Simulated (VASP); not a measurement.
Consider the following.

```
CELL_PARAMETERS angstrom
      4.18666     2.08900     2.08900
      2.08900     4.18666     2.08900
      2.08900     2.08900     4.18666
ATOMIC_POSITIONS crystal
  Ni 0.00000 0.00000 0.00000
  Ni 0.50000 0.50000 0.50000
  O  0.25000 0.25000 0.25000
  O  0.75000 0.75000 0.75000
```
Starting moments (μB, in the order of the record's atoms Ni Ni O O): 1.4 -1.4 0.0 0.0.

These are PBE GGA, VASP's PBE PAW potentials (set 64) (plane waves; VASP) values and carry that method's errors. Numerical set-up: 620 eV cut-off, 9×9×9 Γ-centred mesh, Gaussian smearing of 0.050 eV, potentials Ni O.

Task: Estimate the cell moment, energy per atom (σ→0).

Result: 
```yaml
cell_moment: 0.00 μB
energy per atom (σ→0): -5.873 eV/atom
```

Task: Give the moment on each site (PAW-sphere projection).

Result: 
```json
[
 {"site": "Ni1", "moment (μB)": "1.35"},
 {"site": "Ni2", "moment (μB)": "-1.35"},
 {"site": "O3", "moment (μB)": "0.00"},
 {"site": "O4", "moment (μB)": "0.00"}
]
```

Total energies compare only between runs with the same potentials, cut-off and functional.

The compound is NiO in the rock salt, AFM-II order structure. It was relaxed first.
